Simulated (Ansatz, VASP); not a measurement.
**Cross-check of TiTe2 between VASP and Ansatz**

One calculation is typed for both programs; each brings its own data sets and cutoff. How far apart do they land? The structure shown is the end of the VASP relaxation below.

Method: plane waves, with VASP 6.6.1 beside it; single point at LDA, in Ansatz 0.2.0.

## (1) The structure

The cell holds 6 atoms: 4 Te and 2 Ti. Cell: a = 3.777 Å, b = 3.777 Å, c = 24.913 Å, α = 90.0°, β = 90.0°, γ = 120.0°. It derives from TiTe2. As first built, before any earlier steps moved the atoms (in the runner's words): kind sheets cut from a layered crystal; sheets 2. Vacuum lies along c.

Coordinates:

```xyz
6
Lattice="3.7770 0.0000 0.0000 -1.8885 3.2710 0.0000 0.0000 0.0000 24.9133" Properties=species:S:1:pos:R:3
Te    1.8885    1.0903   17.2279
Te    0.0000    2.1807   13.9057
Te    1.8885    1.0903   11.0077
Te    0.0000    2.1807    7.6855
Ti    0.0000    0.0000   15.5538
Ti    0.0000    0.0000    9.3596
```

## (2) VASP: relaxation, LDA

This run makes the geometry at which the two programs are then compared.

Lines of VASP's logs that name or quote its potential files are left out, and so is its time.

Contents of INCAR:

```
SYSTEM = TiTe2
PREC = Normal
ENCUT = 300
EDIFF = 1E-05
NELM = 120
ISMEAR = 0
SIGMA = 0.05
LREAL = .FALSE.
ALGO = Fast
GGA = CA
NBANDS = 22
LASPH = .TRUE.
LORBIT = 11
LWAVE = .FALSE.
LCHARG = .FALSE.
KPAR = 2
IBRION = 2
NSW = 40
ISIF = 2
EDIFFG = -0.03
POTIM = 0.4
MAXMIX = 40
IDIPOL = 3
LDIPOL = .TRUE.
DIPOL = 0.5 0.5 0.5
```

Contents of POSCAR:

```
TiTe2
1.0
    3.7770000000      0.0000000000      0.0000000000
   -1.8885000000      3.2709779500      0.0000000000
    0.0000000000      0.0000000000     24.9133488000
Te Ti
4 2
Direct
    0.6666666670      0.3333333330      0.6989565690
    0.3333333330      0.6666666670      0.5618674600
    0.6666666670      0.3333333330      0.4381325400
    0.3333333330      0.6666666670      0.3010434310
    0.0000000000      0.0000000000      0.6304120140
    0.0000000000      0.0000000000      0.3695879860
```

Contents of KPOINTS:

```
Automatic mesh
0
Gamma
9 9 1
0 0 0
```

Potentials, in the order of the species: Te and Ti (LDA family, release 64).

Started as:

```console
$ mpirun -np 2 vasp_std
```

Numbers of over 12 decimals in the logs are rounded to 6 here.

Output:

```text
[banner, memory and clock lines left out]
running    2 mpi-ranks, on    1 nodes
 distrk:  each k-point on    1 cores,    2 groups
 distr:  one band on    1 cores,    1 groups

 POSCAR found type information on POSCAR TeTi
 POSCAR found :  2 types and       6 ions
 LDA part: xc-table for (Slater(with rela. corr.)+CA(PZ))
 , standard interpolation
 POSCAR, INCAR and KPOINTS ok, starting setup
 FFT: planning ... GRIDC
 FFT: planning ... GRID_SOFT
 FFT: planning ... GRID
 WAVECAR not read
 entering main loop
       N       E                     dE             d eps       ncg     rms          rms(c)
DAV:   1     0.175885753928E+03    0.17589E+03   -0.76649E+03   528   0.720E+02
DAV:   2    -0.171044438557E+02   -0.19299E+03   -0.18625E+03   722   0.191E+02
DAV:   3    -0.398004527643E+02   -0.22696E+02   -0.21857E+02   686   0.691E+01
DAV:   4    -0.408971121478E+02   -0.10967E+01   -0.10844E+01   780   0.165E+01
DAV:   5    -0.409247022501E+02   -0.27590E-01   -0.27512E-01   730   0.287E+00    0.191E+01
RMM:   6    -0.401197503318E+02    0.80495E+00   -0.65668E+01   575   0.426E+01    0.127E+01
RMM:   7    -0.370612230530E+02    0.30585E+01   -0.29948E+01   546   0.351E+01    0.109E+01
RMM:   8    -0.366879504120E+02    0.37327E+00   -0.73840E+00   535   0.136E+01    0.459E+00
RMM:   9    -0.361892370646E+02    0.49871E+00   -0.10915E+00   551   0.490E+00    0.185E+00
RMM:  10    -0.361409721195E+02    0.48265E-01   -0.74183E-01   580   0.359E+00    0.526E-01
RMM:  11    -0.361434925844E+02   -0.25205E-02   -0.83996E-02   580   0.117E+00    0.391E-01
RMM:  12    -0.361409398169E+02    0.25528E-02   -0.20662E-02   530   0.608E-01    0.241E-01
RMM:  13    -0.361412779157E+02   -0.33810E-03   -0.44315E-03   563   0.388E-01    0.909E-02
RMM:  14    -0.361414126969E+02   -0.13478E-03   -0.11401E-03   588   0.162E-01    0.489E-02
RMM:  15    -0.361415345356E+02   -0.12184E-03   -0.33384E-04   568   0.855E-02    0.294E-02
RMM:  16    -0.361416593143E+02   -0.12478E-03   -0.13690E-04   522   0.539E-02    0.247E-02
RMM:  17    -0.361416812728E+02   -0.21959E-04   -0.23100E-05   367   0.271E-02    0.150E-02
RMM:  18    -0.361417596462E+02   -0.78373E-04   -0.74925E-05   473   0.357E-02    0.138E-02
RMM:  19    -0.361417879581E+02   -0.28312E-04   -0.19795E-05   369   0.189E-02    0.124E-02
RMM:  20    -0.361418086167E+02   -0.20659E-04   -0.40376E-06   340   0.939E-03    0.998E-03
RMM:  21    -0.361418271898E+02   -0.18573E-04   -0.62638E-06   332   0.111E-02    0.163E-03
RMM:  22    -0.361418484925E+02   -0.21303E-04   -0.14873E-05   332   0.123E-02    0.992E-03
RMM:  23    -0.361418479064E+02    0.58601E-06   -0.15821E-06   277   0.796E-03
   1 F= -.36141848E+02 E0= -.36138933E+02  d E =-.361418E+02
[... from here on, the cycles between the ionic steps are left out ...]
   2 F= -.36156757E+02 E0= -.36153899E+02  d E =-.149090E-01
   5 F= -.36171337E+02 E0= -.36168671E+02  d E =-.212636E-02
   6 F= -.36172553E+02 E0= -.36169911E+02  d E =-.121593E-02
   7 F= -.36176135E+02 E0= -.36173573E+02  d E =-.479854E-02
   8 F= -.36182491E+02 E0= -.36180076E+02  d E =-.111545E-01
   9 F= -.36191507E+02 E0= -.36189368E+02  d E =-.201707E-01
  10 F= -.36185192E+02 E0= -.36183047E+02  d E =-.138548E-01
  11 F= -.36193695E+02 E0= -.36191651E+02  d E =-.223579E-01
  12 F= -.36193820E+02 E0= -.36191798E+02  d E =-.224832E-01
  13 F= -.36191562E+02 E0= -.36189566E+02  d E =0.225774E-02
 trial-energy change:    0.002258  1 .order    0.002282   -0.001834    0.006399
 step:   1.7871(harm=  1.7871)  dis= 0.00278  next Energy=   -36.194024 (dE=-0.204E-03)
 bond charge predicted
       N       E                     dE             d eps       ncg     rms          rms(c)
DAV:   1    -0.361938239464E+02   -0.22629E-02   -0.22984E-01   528   0.230E+00    0.217E-01
RMM:   2    -0.361938922421E+02   -0.68296E-04   -0.57004E-03   528   0.468E-01    0.954E-02
RMM:   3    -0.361940038849E+02   -0.11164E-03   -0.11067E-03   561   0.169E-01    0.762E-02
RMM:   4    -0.361940219887E+02   -0.18104E-04   -0.20592E-04   575   0.784E-02    0.481E-02
RMM:   5    -0.361940227622E+02   -0.77344E-06   -0.35281E-05   387   0.317E-02
  14 F= -.36194023E+02 E0= -.36192019E+02  d E =-.202805E-03
 curvature:  -0.90 expect dE=-0.832E-05 dE for cont linesearch -0.412E-06
 trial: gam=-0.00568 g(F)=  0.921E-05 g(S)=  0.000E+00 ort = 0.103E-04 (trialstep = 0.678E+01)
 search vector abs. value=  0.910E-05
 reached required accuracy - stopping structural energy minimisation
```

OUTCAR, selected parts (step 2):

```text
ion  position               nearest neighbor table
   1  0.667  0.333  0.699-   5 2.77   5 2.77   5 2.77
   2  0.333  0.667  0.562-   5 2.77   5 2.77   5 2.77
   3  0.667  0.333  0.438-   6 2.77   6 2.77   6 2.77
   4  0.333  0.667  0.301-   6 2.77   6 2.77   6 2.77
   5  0.000  0.000  0.630-   2 2.77   2 2.77   2 2.77   1 2.77   1 2.77   1 2.77
   6  0.000  0.000  0.370-   3 2.77   3 2.77   3 2.77   4 2.77   4 2.77   4 2.77

  LATTYP: Found a hexagonal cell.
 ALAT       =     3.7770000000
 C/A-ratio  =     6.5960679905

 Subroutine GETGRP returns: Found 12 space group operations
 (whereof 12 operations were pure point group operations)

The static configuration has the point symmetry D_3d.

 Found     12 irreducible k-points:

   k-points           NKPTS =     12   k-points in BZ     NKDIM =     12   number of bands    NBANDS=     22

   dimension x,y,z NGX =    16 NGY =   16 NGZ =  108
   dimension x,y,z NGXF=    32 NGYF=   32 NGZF=  216

   ENCUT  =  300.0 eV  22.05 Ry    4.70 a.u.   5.33  5.33 35.18*2*pi/ulx,y,z

   NELECT =      32.0000    total number of electrons

 k-points in reciprocal lattice and weights: Automatic mesh
   0.00000000  0.00000000  0.00000000       0.012
   0.11111111  0.00000000  0.00000000       0.074
   0.22222222  0.00000000  0.00000000       0.074
   0.33333333  0.00000000  0.00000000       0.074
   0.44444444  0.00000000  0.00000000       0.074
   0.11111111  0.11111111  0.00000000       0.074
   0.22222222  0.11111111  0.00000000       0.148
   0.33333333  0.11111111  0.00000000       0.148
   0.44444444  0.11111111  0.00000000       0.074
   0.22222222  0.22222222  0.00000000       0.074
   0.33333333  0.22222222  0.00000000       0.148
   0.33333333  0.33333333  0.00000000       0.025

 dipolmoment           0.000000      0.000000     -0.000000 electrons x Angstroem

 average (electrostatic) potential at core
       1 -94.3330       2 -94.5430       3 -94.5430       4 -94.3330       5 -30.3982
       6 -30.3982

 E-fermi :   0.2975

 k-point     1 :       0.0000    0.0000    0.0000
  band No.  band energies     occupation
    ...
      8      -1.4315      2.00000
      9      -1.4219      2.00000
     10      -1.3729      2.00000
     11      -1.3729      2.00000
     12       0.0838      2.00000
     13       0.6590      0.00000
     14       0.6590      0.00000
     15       0.6687      0.00000
     16       0.6687      0.00000
     17       0.8325      0.00000
    ...

 k-point     2 :       0.1111    0.0000    0.0000
  band No.  band energies     occupation
    ...
     11      -0.8498      2.00000
     12      -0.2893      2.00000
     13      -0.0765      2.00000
     14       0.1978      1.99518
     15       0.2222      1.96665
     16       0.3285      0.38043
     17       0.7244      0.00000
     18       0.8733      0.00000
     19       1.4481      0.00000
     20       1.4926      0.00000
    ...

 k-point     3 :       0.2222    0.0000    0.0000
  band No.  band energies     occupation
    ...
     12      -1.2902      2.00000
     13      -0.7276      2.00000
     14      -0.2940      2.00000
     15      -0.1237      2.00000
     16       0.0093      2.00000
     17       0.5236      0.00000
     18       0.6686      0.00000
     19       1.5181      0.00000
     20       1.5997      0.00000
     21       1.7714      0.00000
    ...

  Total       -3.4597444     -3.4597444     -0.0322876      0.0000000      0.0000000      0.0000000
  in kB      -18.0093438    -18.0093438     -0.1680695      0.0000000      0.0000000      0.0000000
  external PRESSURE =     -12.0622524 kB  Pullay stress =       0.0000000 kB

  energy-cutoff  :      300.00
  volume of cell :      307.79
      direct lattice vectors                 reciprocal lattice vectors
     3.777000000  0.000000000  0.000000000     0.264760392  0.152859484  0.000000000
    -1.888500000  3.270977950  0.000000000     0.000000000  0.305718967  0.000000000
     0.000000000  0.000000000 24.913348800     0.000000000  0.000000000  0.040139124

 POSITION                                       TOTAL-FORCE (eV/Angst)
 -----------------------------------------------------------------------------------
      1.88850      1.09033     17.22788        -0.000000      0.000000     -0.008379
     -0.00000      2.18065     13.90566        -0.000000     -0.000000      0.006316
      1.88850      1.09033     11.00769         0.000000      0.000000     -0.006316
     -0.00000      2.18065      7.68547         0.000000      0.000000      0.008379
      0.00000      0.00000     15.55380         0.000000      0.000000      0.003033
      0.00000      0.00000      9.35955         0.000000      0.000000     -0.003033
 -----------------------------------------------------------------------------------
    total drift:                                0.000000      0.000000     -0.000000

  FREE ENERGIE OF THE ION-ELECTRON SYSTEM (eV)
  ---------------------------------------------------
  free  energy   TOTEN  =       -36.1940227622 eV

  energy  without entropy=      -36.1900150745  energy(sigma->0) =      -36.19201892

 reached required accuracy - stopping structural energy minimisation

 vacuum level on the upper side and lower side of the slab         5.567         5.567

 total charge
# of ion       s       p       d       tot
------------------------------------------
    1        1.389   2.010   0.036   3.435
    2        1.387   2.013   0.043   3.443
    3        1.387   2.013   0.043   3.443
    4        1.389   2.010   0.036   3.435
    5        0.404   0.603   2.431   3.438
    6        0.404   0.603   2.431   3.438
--------------------------------------------------
tot          6.361   9.252   5.019  20.631

[... 3 further parts left out ...]
```

CONTCAR:

```
TiTe2
   1.00000000000000
     3.7770000000000001    0.0000000000000000    0.0000000000000000
    -1.8885000000000001    3.2709779499999998    0.0000000000000000
     0.0000000000000000    0.0000000000000000   24.9133488000000014
  Te              Ti
     4     2
Direct
     0.6666666670000012    0.3333333329999988    0.6915118156277298
     0.3333333329999988    0.6666666670000012    0.5581610726329704
     0.6666666670000012    0.3333333329999988    0.4418389273670295
     0.3333333329999988    0.6666666670000012    0.3084881843722703
     0.0000000000000000    0.0000000000000000    0.6243157997375974
     0.0000000000000000    0.0000000000000000    0.3756842002624026
```

The data set Ti keeps the semicore shell frozen, which is cheaper and a little less accurate.

## (3) Ansatz: single point, LDA

Ansatz runs on its default PAW (the set named soft_2) files.

The same cell, functional (in two slightly different forms), mesh and smearing now go to Ansatz, which takes its cutoff from its data sets.

Contents of input.yaml:

```yaml
crystal:
  lattice:
    - [3.777, 0.0, 0.0]
    - [-1.8885, 3.27097795, 0.0]
    - [0.0, 0.0, 24.9133488]
  atoms:
    - { symbol: Te, position: [0.66666667, 0.33333333, 0.69151182] }
    - { symbol: Te, position: [0.33333333, 0.66666667, 0.55816107] }
    - { symbol: Te, position: [0.66666667, 0.33333333, 0.44183893] }
    - { symbol: Te, position: [0.33333333, 0.66666667, 0.30848818] }
    - { symbol: Ti, position: [0.0, 0.0, 0.6243158] }
    - { symbol: Ti, position: [0.0, 0.0, 0.3756842] }
hamiltonian:
  xc: lda
  pseudopotentials: { kind: paw }
kpoints:
  mp_grid: { grid: [9, 9, 1] }
scf:
  occupations: { method: gaussian, width: 0.05 }
  n_extra_bands: 5
efield:
  axis: 3
  dipole_correction: true
  ramp_width: 0.04
output:
  forces: true
  eigenvalues: true
```

Started as:

```console
$ ansatz run input.yaml --threads 4 --pin off --max-ram 9216MiB --backend cpu --events-out ev --progress --plain --runs-dir out
```

Output:

```text
scf.n_extra_bands = 5 over 44 filled bands (N_el = 88.0): the run solves 49 bands
Engine: ansatz 0.2.0, x86_64-unknown-linux-gnu
Pseudopotentials: kind: paw
Pseudopotential: Te, paw, valence charge 16, recommended cutoff 420 eV (normal), Te.paw.azcp
Pseudopotential: Ti, paw, valence charge 12, recommended cutoff 420 eV (normal), Ti.paw.azcp
Functional definition: SPW92
  exchange = slater_x
  correlation = pw_c
Crystal: 6 atoms, lattice volume = 307.792 Å³
Basis set: ecut = 420 eV, 6035 PW (Γ)
Bands: 49, of which v1, the nominal top of the filled ones, is band 44 counted from 1 (43 counted from 0)
Symmetry: 6 space group operations
k-points: 12 of 81 (time reversal used)
Non-local potential: Te, projectors of the file, l = 0: 2, l = 1: 2, l = 2: 2, l = 3: 2
Non-local potential: Ti, projectors of the file, l = 0: 3, l = 1: 2, l = 2: 3, l = 3: 1
PAW form: soft (Blöchl's): semilocal exchange-correlation on the pseudo side does not see the compensation charge
PAW frozen core: Te, regenerated for the run's functional, and the local potential with it (the file was generated under x = pbe(κ = 0.804, μ = 0.219515), c = pbe(β = 0.066725))
PAW frozen core: Ti, regenerated for the run's functional, and the local potential with it (the file was generated under x = pbe(κ = 0.804, μ = 0.219515), c = pbe(β = 0.066725))
PAW one-centre angular grid: Te, 590 points (default); XC on 64 Gauss nodes
PAW one-centre angular grid: Ti, 590 points (default); XC on 64 Gauss nodes
Initial density: superposition of atomic densities (neutral atoms: chi_scale 0, normalization atom), corrected by the library's trained network
Initial wavefunctions: pseudopotential atomic-orbital guess
Functional: x = slater, c = lda
SCF iter   1: F=—  HF=-32213.406972 eV  |F-HF|=—  |Δ(HF+E_count)|=         —  Δρ=5.20e-3  dr2=1.15e-1  ethr=1.77e-3  p=0.000 e·Å  D=1.29e-13 V/Å  ΔV_dip=-0.00 eV  dr2_dipole=8.47e-8  V_vac-E_F(+/−)=5.20/5.20 eV  ⟨swp⟩=7.3  Hψ=2476  notcnv=0
efield: sawtooth ramp at fractional position 0.9800 (placed from the atoms, in the widest stretch of the axis that holds none; the zero of the levels goes with the place), width 0.0400; the density the first Hamiltonian is built on has a dipole p = 0.000 e·Å; the dipole correction subtracts the counter field D = 1.29e-13 V/Å, which shifts the + side's vacuum level by -0.00 eV against the − side's; the planar-averaged density in the ramp window peaks in size at 2.7e-5 e/Å³
preconditioner: auto → LDOS  [insulator: Δε(μ)=0.105 eV  Ē_g=5.531 eV  σ=0.050 eV  W_gap=0.60  n_scr=70 (ndim 8)  ℏωp=12.0 eV  f_vac=0.479  D(μ)=3.16/eV (n_scr^D=10)  ε∞_Penn≈5.7  β→1.0]
SCF iter   2: F=—  HF=-32213.402163 eV  |F-HF|=—  |Δ(HF+E_count)|=   4.81e-3  Δρ=3.80e-3  dr2=9.47e-2  ethr=1.30e-4  p=0.000 e·Å  D=5.33e-5 V/Å  ΔV_dip=-0.00 eV  dr2_dipole=1.59e-6  V_vac-E_F(+/−)=5.37/5.37 eV  ⟨swp⟩=3.6  Hψ=1281  notcnv=0  defer=12
SCF iter   3: F=—  HF=-32213.392895 eV  |F-HF|=—  |Δ(HF+E_count)|=   9.27e-3  Δρ=5.03e-4  dr2=1.40e-3  ethr=1.08e-4  p=-0.000 e·Å  D=-4.60e-6 V/Å  ΔV_dip=0.00 eV  dr2_dipole=2.02e-9  V_vac-E_F(+/−)=5.24/5.24 eV  ⟨swp⟩=2.0  Hψ=739  notcnv=0  defer=12
SCF iter   4: F=—  HF=-32213.392880 eV  |F-HF|=—  |Δ(HF+E_count)|=   1.55e-5  Δρ=1.01e-4  dr2=1.35e-4  ethr=1.59e-6  p=0.000 e·Å  D=9.97e-7 V/Å  ΔV_dip=-0.00 eV  dr2_dipole=5.01e-11  V_vac-E_F(+/−)=5.25/5.25 eV  ⟨swp⟩=2.2  Hψ=740  notcnv=0  defer=12
SCF iter   5: F=—  HF=-32213.392862 eV  |F-HF|=—  |Δ(HF+E_count)|=   1.79e-5  Δρ=4.29e-5  dr2=1.61e-5  ethr=1.54e-7  p=-0.000 e·Å  D=-5.89e-7 V/Å  ΔV_dip=0.00 eV  dr2_dipole=7.95e-11  V_vac-E_F(+/−)=5.25/5.25 eV  ⟨swp⟩=2.0  Hψ=982  notcnv=0  defer=12
SCF iter   6: F=—  HF=-32213.392889 eV  |F-HF|=—  |Δ(HF+E_count)|=   2.68e-5  Δρ=1.19e-5  dr2=7.48e-7  ethr=1.83e-8  p=0.000 e·Å  D=9.61e-8 V/Å  ΔV_dip=-0.00 eV  dr2_dipole=1.47e-12  V_vac-E_F(+/−)=5.25/5.25 eV  ⟨swp⟩=2.2  Hψ=732  notcnv=0  defer=12
SCF iter   7: F=-32213.392889 eV  HF=-32213.392889 eV  |F-HF|=5.54e-8  |Δ(HF+E_count)|=   4.05e-7  Δρ=4.18e-6  dr2=5.98e-8  ethr=1.14e-10  p=0.000 e·Å  D=3.75e-7 V/Å  ΔV_dip=-0.00 eV  dr2_dipole=1.03e-11  V_vac-E_F(+/−)=5.26/5.26 eV  ⟨swp⟩=10.1  Hψ=2523  notcnv=0
SCF 1 converged in 7 iterations: F = -32213.392889 eV  dr2 = 5.98e-8
  greatest PAW one-centre occupation: 0.999 electrons in one spin orbital (limit 2), on the Te atom at site 0 (counted from 0), in its partial waves of l = 2
SCF converged after 7 iterations
Free energy (F): -32213.392889 eV
Harris-Foulkes:  -32213.392889 eV  (|F-HF|=5.54e-8)
Internal energy: -32213.388903 eV  (E = F + TS)
E sigma→0 (E₀):  -32213.390896 eV
Entropy (-TS):   -0.003986 eV (-0.664 meV/atom)
Fermi energy:    2.629237 eV
Dipole field:    D = -0.000003 V/Å  (p = -0.000005 e·Å, saw-weighted, corrected)
Work function:   Φ+ = 5.2550 eV   Φ− = 5.2549 eV
Levels:          The Fermi level and band energies are counted from a zero that moves with the ramp; work functions are not
--- Per-component energies (eV) ---
  E_band       = -1991.429822
  E_kinetic    = 1272.844963
  E_local      = -70601.079079  (includes V_loc(G=0)·N_el)
  E_nonlocal   = -1193.907105
  E_hartree    = 35535.023739
  E_xc         = -690.093821
  E_vxc        = -664.548454  (∫ρ·V_xc dr)
  E_paw        = -20039.020178  (= ΣΔE_a)
  E_vpaw       = -1874.747646  (= ΣTr[D̂ρ^β])
  E_aug_tail   = -0.000567  (compensation charges beyond the density's cutoff)
  E_efield     = 0.000000  (sawtooth field / dipole correction)
  E_vefield    = 0.000000  (∫n·V_field dr)
  E_ewald      = 23499.476599
  E_core_change = 3.366545  (= ΣΔE_core)
  E_smearing   = -0.003986  (= −TS)
  E_closure    = -0.000000  (closes the sum)
  Σ components = -32213.392889   (vs F -32213.392889, Δ=0.00e0)
--- Forces (eV/Å), atoms counted from 1 ---
  atom   1  Te     0.00000000     0.00000000     0.02017153
  atom   2  Te     0.00000000    -0.00000000    -0.01299020
  atom   3  Te    -0.00000000     0.00000000     0.01299074
  atom   4  Te     0.00000000    -0.00000000    -0.02016996
  atom   5  Ti     0.00000000    -0.00000000     0.00652783
  atom   6  Ti     0.00000000     0.00000000    -0.00652846
  max |Σ_I F_I| component: 1.48e-6 eV/Å
--- Band table (eV; the first three rows and the last of 12) ---
  k-point 0: bands = [... 40 lower, 3.0068, 3.0068, 3.0168, 3.0168, 3.1719, 3.5035, 3.5035, 3.7289, ... 1 higher]
  k-point 1: bands = [... 40 lower, 2.2365, 2.5052, 2.5473, 2.6583, 3.0640, 3.2074, 3.7757, 3.8154, ... 1 higher]
  k-point 2: bands = [... 40 lower, 1.5788, 2.0224, 2.1955, 2.3146, 2.8608, 3.0028, 3.8616, 3.9422, ... 1 higher]
  k-point 11: bands = [... 40 lower, 0.5486, 0.5486, 0.9618, 0.9618, 3.5380, 3.5447, 3.7507, 3.7507, ... 1 higher]
```

It took 2.3 s on 4 threads of Intel Xeon Platinum 8488C (Sapphire Rapids), shared host; peak memory 0.71 GiB; 8.2 s of CPU time.

## (4) Differences

Known differences besides the potentials themselves: the two LDA forms differ slightly; the data sets hold 88 valence electrons in Ansatz (default PAW (the set named soft_2) files) and 32 in VASP; the cutoff is 420 eV in Ansatz and 300 eV in VASP (PREC = Normal); VASP's log shows a relativistic correction to its local exchange, Ansatz's none. Total energies have different zeros and are not compared.

At this near-relaxed geometry the largest component of a force difference is 29 meV/Å. VASP's last cycles still show a density residual of 5e-03, so its state may not be settled.

## (5) Summary of results

```yaml
r_m_s_force_difference_single_point_lda: 12 meV/Å
```

**Reading.** The r.m.s. force difference is 12 meV/Å (single point, LDA), at about the 12 meV/Å picked in this series as the mark of a large difference. Such differences can come from data sets, numerical settings and the points named under the comparisons, not from the functional's error against experiment.

[Lines on the potential files, build, host, timing and source positions are cut from VASP's logs without a mark.]

[Logs are printed without paths, hosts, clocks, repeated set-up lines and the standing remarks that a program may print on its own settings, such as how far it seeks lower states.]

[Hosts, paths, dates, database ids (printed as entryN), source tags and the programs' standing remarks are cut or masked in the printed files.]
